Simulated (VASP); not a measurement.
Data:

```
AlCo
1.0
    2.93729     0.00000     0.00000
    0.00000     2.79370     0.00000
    0.00000     0.00000     2.82965
Al Co
1 1
Direct
  0.50000   0.50000   0.50000
  0.03266   0.00000   0.00000
```

Computed with PBE GGA, VASP's PBE PAW potentials (set 64) (plane waves; VASP). Settings: 800 eV cut-off, 11×12×12 Γ-centred mesh, first-order Methfessel-Paxton smearing of 0.10 eV, potentials Al Co.

Problem. Which forces act on the atoms, in eV/Å?

Solution. 
```json
[
 {"atom": "Al1", "Fx": "0.699", "Fy": "0.000", "Fz": "0.000"},
 {"atom": "Co2", "Fx": "-0.699", "Fy": "0.000", "Fz": "0.000"}
]
```

Problem. Give the stress tensor in GPa (positive for a compressed cell).

Solution. 
```
-3.29   0.00   0.00
 0.00   4.24   0.00
 0.00   0.00   1.30
```
The pressure is its mean diagonal, 0.75 GPa.

The compound is CoAl in the CsCl type structure. The cell was not relaxed at this level, atoms are displaced from their ideal sites. The run is one of a series of settings (ENCUT = 800 against the base run), some of them coarse on purpose. The run is not spin-polarised, so no magnetic state was tried.
